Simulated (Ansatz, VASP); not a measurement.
# Hg2C in two plane-wave programs, part 2 of 2

One calculation is typed for both programs; each brings its own data sets. How far apart do they land? The cell is generated by rule, not measured, and may not be a known phase. Of the first pair: The cell is taken from a series of runs on this material, whose earlier steps may have relaxed, scaled, displaced or heated it; both programs get it as it stands.

VASP 6.6.1 and Ansatz 0.2.0.

So far: The starting structure; Ansatz: relaxation of cell and atoms, PBE, pair 1; VASP: relaxation of cell and atoms, PBE, pair 1; Side by side.

## 5. VASP: relaxation of cell and atoms, PBE, pair 2

Level of this step: PBE; plane waves and PAW (C, Hg); invented cell (VASP).

The relaxed volume is the usual yardstick between codes: in a stiff, nearly cubic crystal its relative difference is about their pressure difference at one cell divided by the bulk modulus. Its start cell is another than that of the pair before, and may be another structure of the material.

File INCAR:

```
SYSTEM = Hg2C
PREC = Accurate
ENCUT = 600
EDIFF = 1E-07
NELM = 120
ISMEAR = 0
SIGMA = 0.01
LREAL = .FALSE.
ALGO = Normal
GGA = PE
NBANDS = 20
LORBIT = 11
LWAVE = .FALSE.
LCHARG = .FALSE.
ISIF = 3
IBRION = 2
NSW = 80
EDIFFG = -0.005
LASPH = .TRUE.
GGA_COMPAT = .FALSE.
NELMIN = 4
EFERMI = MIDGAP
KPAR = 2
```

File POSCAR:

```
Hg2C
1.0
   -2.1451730000      2.1451730000      3.6220860000
    2.1451730000     -2.1451730000      3.6220860000
    2.1451730000      2.1451730000     -3.6220860000
C Hg
1 2
Direct
    0.8511879619      0.8511879619      0.0000000000
    0.2778937331      0.7778937331      0.5000000000
    0.7778937331      0.2778937331      0.5000000000
```

File KPOINTS:

```
Automatic mesh
0
Gamma
10 10 10
0 0 0
```

The projector-augmented-wave data sets are C and Hg (PBE family, release 64).

Started as:

```sh
$ mpirun -np 2 vasp_std
```

Numbers of over 12 decimals in the logs are rounded to 6 here.

The log of the run:

```text
[... set-up lines as in an earlier step ...]
 entering main loop
       N       E                     dE             d eps       ncg     rms          rms(c)
DAV:   1     0.216414069785E+03    0.21641E+03   -0.15177E+04  4080   0.147E+03
DAV:   2     0.124809757250E+01   -0.21517E+03   -0.20604E+03  4320   0.348E+02
DAV:   3    -0.738776274378E+01   -0.86359E+01   -0.85563E+01  4784   0.704E+01
DAV:   4    -0.747037652042E+01   -0.82614E-01   -0.82571E-01  4276   0.679E+00
[...]
DAV:  13    -0.536420764367E+01   -0.89316E-06   -0.35720E-06  4420   0.124E-02    0.484E-03
DAV:  14    -0.536420778833E+01   -0.14466E-06   -0.20460E-07  4420   0.264E-03    0.105E-03
DAV:  15    -0.536420778512E+01    0.32142E-08   -0.40366E-08  2636   0.129E-03
   1 F= -.53642078E+01 E0= -.53642078E+01  d E =-.536421E+01
[... from here on, the cycles between the ionic steps are left out ...]
   2 F= -.53663884E+01 E0= -.53663884E+01  d E =-.218065E-02
   3 F= -.53668636E+01 E0= -.53668636E+01  d E =-.265585E-02
   4 F= -.53674053E+01 E0= -.53674053E+01  d E =-.541709E-03
   5 F= -.53681455E+01 E0= -.53681455E+01  d E =-.128191E-02
   6 F= -.53681700E+01 E0= -.53681700E+01  d E =-.130642E-02
   7 F= -.53682558E+01 E0= -.53682558E+01  d E =-.857079E-04
   8 F= -.53684526E+01 E0= -.53684526E+01  d E =-.282533E-03
   9 F= -.53684416E+01 E0= -.53684416E+01  d E =-.271590E-03
  10 F= -.53685229E+01 E0= -.53685229E+01  d E =-.352870E-03
  11 F= -.53685469E+01 E0= -.53685469E+01  d E =-.239855E-04
  12 F= -.53685544E+01 E0= -.53685544E+01  d E =-.314954E-04
[...]
reached required accuracy - stopping structural energy minimisation
```

Parts of OUTCAR (step 5):

```text
  Total       -0.0003477     -0.0003477      0.0044181      0.0000000      0.0000000      0.0000000
  in kB       -0.0083470     -0.0083470      0.1060523      0.0000000      0.0000000      0.0000000
  external PRESSURE =       0.0297861 kB  Pullay stress =       0.0000000 kB

 POSITION                                       TOTAL-FORCE (eV/Angst)
 -----------------------------------------------------------------------------------
      0.00000      0.00000      6.13727         0.000000      0.000000      0.002581
      2.15640      0.00000      1.98029        -0.000000     -0.000000     -0.001291
      0.00000      2.15640      1.98029         0.000000      0.000000     -0.001291
 -----------------------------------------------------------------------------------
    total drift:                               -0.000000     -0.000000     -0.000198

  FREE ENERGIE OF THE ION-ELECTRON SYSTEM (eV)
  ---------------------------------------------------
  free  energy   TOTEN  =        -5.3685544153 eV

  energy  without entropy=       -5.3685544153  energy(sigma->0) =       -5.36855442

[... 1 part as in an earlier step ...]

[... 3 further parts left out ...]
[key lines of the parts left out:]
E-fermi :   1.9512
```

## 6. Ansatz: relaxation of cell and atoms, PBE, pair 2

The same cell, functional and mesh now go to Ansatz, which takes its cutoff from its data sets.

The cell is taken from a series of runs on this material, whose earlier steps may have relaxed, scaled, displaced or heated it; both programs get it as it stands.

File input.yaml:

```yaml
crystal:
  lattice:
    - [-2.1451734311, 2.1451734311, 3.6220858548]
    - [2.1451734311, -2.1451734311, 3.6220858548]
    - [2.1451734311, 2.1451734311, -3.6220858548]
  atoms:
    - { symbol: C, position: [0.8511879763, 0.8511879763, 0.0] }
    - { symbol: Hg, position: [0.2778937574, 0.7778937574, 0.5] }
    - { symbol: Hg, position: [0.7778937574, 0.2778937574, 0.5] }
kpoints:
  mp_grid: { grid: [10, 10, 10] }
hamiltonian:
  xc: pbe
scf:
  occupations: { method: fixed }
output:
  forces: true
  stress: true
  eigenvalues: true
relax:
  adjacent_minimum: "off"
  f_tol: 0.001
  max_steps: 60
  cell: { stress_tol: 0.01 }
```

Started as:

```sh
$ ansatz run input.yaml --threads 4 --pin off --max-ram 7168MiB --backend cpu --events-out ev --progress --plain --runs-dir out
```

The log of the run:

```text
[...]
Crystal: 3 atoms, lattice volume = 66.672 Å³
Basis set: ecut = 420 eV, 1261 PW (Γ), exchange–correlation on 64×64×64 points (8 copies of the dense FFT grid, shifted against one another)
Bands: 27, of which v1, the nominal top of the filled ones, is band 22 counted from 1 (21 counted from 0)
Symmetry: 8 space group operations
[...]
k-points: 102 of 1000 (time reversal used)
[...]
--- Relaxed structure (5 steps of the walk, 5 accepted, 1 SCFs on fresh bases) ---
[...]
cell:  # Å, volume = 66.6968 Å³
    - [-2.144874, 2.144874, 3.624444]
    - [2.144874, -2.144874, 3.624444]
    - [2.144874, 2.144874, -3.624444]
  atoms:
    - { symbol: C, position: [0.850981, 0.850981, 0] }
    - { symbol: Hg, position: [0.277997, 0.777997, 0.5] }
    - { symbol: Hg, position: [0.777997, 0.277997, 0.5] }
[key lines of the parts left out:]
SCF converged after 7 iterations
Free energy (F): -27873.720846 eV
Fermi energy:    10.617996 eV
P = ⅓ Tr σ = 0.0008 GPa (0.008 kbar)
```

## 7. Side by side

What differs besides the data sets and the points named for the pairs above, as far as they apply: fixed occupations in Ansatz, narrow Gaussian smearing in VASP; the data sets hold 44 valence electrons in Ansatz (on its default PAW (the set named soft_2) files) and 28 in VASP. Total energies have different zeros and are not compared.

Both answers:

```
                                         quantity  Ansatz   VASP  difference
                                      volume (Å³)   66.70  66.75     -0.07 %
edge a after relaxation, in the typed setting (Å)   4.726  4.709     +0.36 %
```

## 8. VASP: relaxation of cell and atoms, PBE, pair 3

The relaxed volume is the usual yardstick between codes: in a stiff, nearly cubic crystal its relative difference is about their pressure difference at one cell divided by the bulk modulus. Its start cell is another than that of the pair before, and may be another structure of the material.

Changes to INCAR since step 5:

```diff
@@ -5,4 +5,4 @@
 NELM = 120
-ISMEAR = 0
-SIGMA = 0.01
+ISMEAR = 1
+SIGMA = 0.2
 LREAL = .FALSE.
```

File POSCAR:

```
Hg2C
1.0
    0.0000000000      3.5796880389      3.0492914182
    3.0492914182      0.0000000000      3.0492914182
    3.0492914182      3.5796880389      0.0000000000
C Hg
1 2
Direct
    0.8555181384      0.1444818616      0.8555181384
    0.2757286988      0.2242714661      0.2757286988
    0.7757286988      0.7242714661      0.7757286988
```

File KPOINTS:

```
Automatic mesh
0
Gamma
12 12 12
0 0 0
```

Started as:

```sh
$ mpirun -np 2 vasp_std
```

The log of the run:

```text
[... set-up lines as in an earlier step ...]
 entering main loop
       N       E                     dE             d eps       ncg     rms          rms(c)
DAV:   1     0.216592710896E+03    0.21659E+03   -0.15243E+04  6520   0.147E+03
DAV:   2     0.139207768655E+01   -0.21520E+03   -0.20577E+03  6900   0.349E+02
DAV:   3    -0.731107327302E+01   -0.87032E+01   -0.86248E+01  7656   0.707E+01
DAV:   4    -0.739010129797E+01   -0.79028E-01   -0.78977E-01  6908   0.670E+00
[...]
DAV:  13    -0.536839869823E+01   -0.71529E-06   -0.31035E-06  7032   0.117E-02    0.445E-03
DAV:  14    -0.536839884387E+01   -0.14564E-06   -0.19566E-07  7048   0.260E-03    0.993E-04
DAV:  15    -0.536839884207E+01    0.17976E-08   -0.40713E-08  4244   0.131E-03
   1 F= -.53683988E+01 E0= -.53694137E+01  d E =-.536840E+01
[...]
N       E                     dE             d eps       ncg     rms          rms(c)
DAV:   1    -0.536862924093E+01   -0.23040E-03   -0.49188E-03  6824   0.739E-01    0.111E-01
DAV:   2    -0.536842697019E+01    0.20227E-03   -0.56120E-04  6876   0.287E-01    0.393E-02
DAV:   3    -0.536841100317E+01    0.15967E-04   -0.48054E-05  7064   0.577E-02    0.368E-02
DAV:   4    -0.536840752766E+01    0.34755E-05   -0.24146E-06  6776   0.130E-02    0.102E-02
DAV:   5    -0.536840660620E+01    0.92146E-06   -0.40351E-07  6492   0.479E-03    0.471E-04
DAV:   6    -0.536840654569E+01    0.60513E-07   -0.39445E-08  3428   0.155E-03
   2 F= -.53684065E+01 E0= -.53694216E+01  d E =-.770361E-05
 trial-energy change:   -0.000008  1 .order   -0.000008   -0.000018    0.000001
 step:   0.9205(harm=  0.9336)  dis= 0.00012  next Energy=    -5.368407 (dE=-0.775E-05)
 reached required accuracy - stopping structural energy minimisation
```

Parts of OUTCAR (step 8):

```text
  Total       -0.0108372      0.0122961     -0.0108372      0.0000000     -0.0000000      0.0000000
  in kB       -0.2606020      0.2956827     -0.2606020      0.0000000     -0.0000000      0.0000000
  external PRESSURE =      -0.0751737 kB  Pullay stress =       0.0000000 kB

 POSITION                                       TOTAL-FORCE (eV/Angst)
 -----------------------------------------------------------------------------------
      3.05020      6.12640      3.05020         0.000000     -0.004767     -0.000000
      1.52510      1.97471      1.52510         0.000000      0.002383      0.000000
      4.57530      5.55538      4.57530         0.000000      0.002383      0.000000
 -----------------------------------------------------------------------------------
    total drift:                               -0.000312     -0.000262     -0.000312

  FREE ENERGIE OF THE ION-ELECTRON SYSTEM (eV)
  ---------------------------------------------------
  free  energy   TOTEN  =        -5.3684065457 eV

  energy  without entropy=       -5.3714518269  energy(sigma->0) =       -5.36942164

[... 1 part as in an earlier step ...]

[... 3 further parts left out ...]
[key lines of the parts left out:]
E-fermi :   1.7337
```

Methfessel-Paxton smearing is not meant for a cell with a gap.

## 9. Ansatz: relaxation of cell and atoms, PBE, pair 3

Its own start cell and the same functional, mesh and smearing now go to Ansatz, which takes its cutoff from its data sets.

The two relaxations start from unlike cells of this crystal (the structure described is Ansatz's start), so only their ends are compared.

File input.yaml:

```yaml
crystal:
  lattice:
    - [0.0, 3.0318533739, 3.0318533739]
    - [3.0318533739, 0.0, 3.0318533739]
    - [3.0318533739, 3.0318533739, 0.0]
  atoms:
    - { symbol: C, position: [-0.0989493762, 0.0989493762, -0.0989493762] }
    - { symbol: Hg, position: [0.2529624336, 0.2470375664, 0.2529624336] }
    - { symbol: Hg, position: [0.7529624336, 0.7470375664, 0.7529624336] }
kpoints:
  mp_grid: { grid: [12, 12, 12] }
hamiltonian:
  xc: pbe
scf:
  occupations: { method: methfessel_paxton, width: 0.2 }
output:
  forces: true
  stress: true
  eigenvalues: true
relax:
  adjacent_minimum: "off"
  f_tol: 0.002
  max_steps: 120
  cell: { stress_tol: 0.03 }
```

Started as:

```sh
$ ansatz run input.yaml --threads 4 --pin off --max-ram 7168MiB --backend cpu --events-out ev --progress --plain --runs-dir out
```

The log of the run:

```text
[...]
Crystal: 3 atoms, lattice volume = 55.738 Å³
Basis set: ecut = 420 eV, 1067 PW (Γ), exchange–correlation on 60×60×60 points (8 copies of the dense FFT grid, shifted against one another)
Bands: 27, of which v1, the nominal top of the filled ones, is band 22 counted from 1 (21 counted from 0)
Symmetry: 8 space group operations
[...]
k-points: 163 of 1728 (time reversal used)
[...]
--- Relaxed structure (12 steps of the walk, 11 accepted, 3 SCFs on fresh bases) ---
[...]
cell:  # Å, volume = 66.6720 Å³
    - [0, 3.622086, 3.033733]
    - [3.033733, 0, 3.033733]
    - [3.033733, 3.622086, 0]
  atoms:
    - { symbol: C, position: [-0.148812, 0.148812, -0.148812] }
    - { symbol: Hg, position: [0.277894, 0.222106, 0.277894] }
    - { symbol: Hg, position: [0.777894, 0.722106, 0.777894] }
[key lines of the parts left out:]
SCF converged after 5 iterations
Free energy (F): -27873.721438 eV
Fermi energy:    10.926316 eV
P = ⅓ Tr σ = -0.0151 GPa (-0.151 kbar)
```

## 10. Comparison

What differs besides the data sets and the points named for the pairs above, as far as they apply: the data sets hold 44 valence electrons in Ansatz (on its default PAW (the set named soft_2) files) and 28 in VASP. Total energies have different zeros and are not compared.

The two programs side by side:

```
                                         quantity  Ansatz   VASP  difference
                                      volume (Å³)   66.67  66.63     +0.07 %
edge a after relaxation, in the typed setting (Å)   4.725  4.704     +0.45 %
edge b after relaxation, in the typed setting (Å)   4.290  4.314     -0.54 %
```

## 11. What came out

```yaml
difference_in_volume_relaxation_of_cell_and_atoms_pbe_pair_1: -0.89 %
difference_in_edge_a_after_relaxation_in_the_typed_setting_relaxation_of_cell_and_atoms_pbe_pair_2: 0.36 %
difference_in_edge_b_after_relaxation_in_the_typed_setting_relaxation_of_cell_and_atoms_pbe_pair_3: -0.54 %
```

The difference in volume is -0.89 % (relaxation of cell and atoms, PBE, pair 1), within the 1.2 % picked in this series as the mark of a large difference, as far as the stopping tolerances let one tell. The data sets hold unlike numbers of valence electrons (44 in Ansatz and 28 in VASP), so part of the differences comes from the potentials. 2 further runs of this series are not shown here. How closely two codes agree says nothing of how well the functional describes the real material.

[Lines on the potential files, build, host, timing and source positions are cut from VASP's logs without a mark.]

[Logs are printed without paths, hosts, clocks, repeated set-up lines and the standing remarks that a program may print on its own settings, such as how far it seeks lower states.]

[Hosts, paths, dates, database ids (printed as entryN), source tags and the programs' standing remarks are cut or masked in the printed files.]
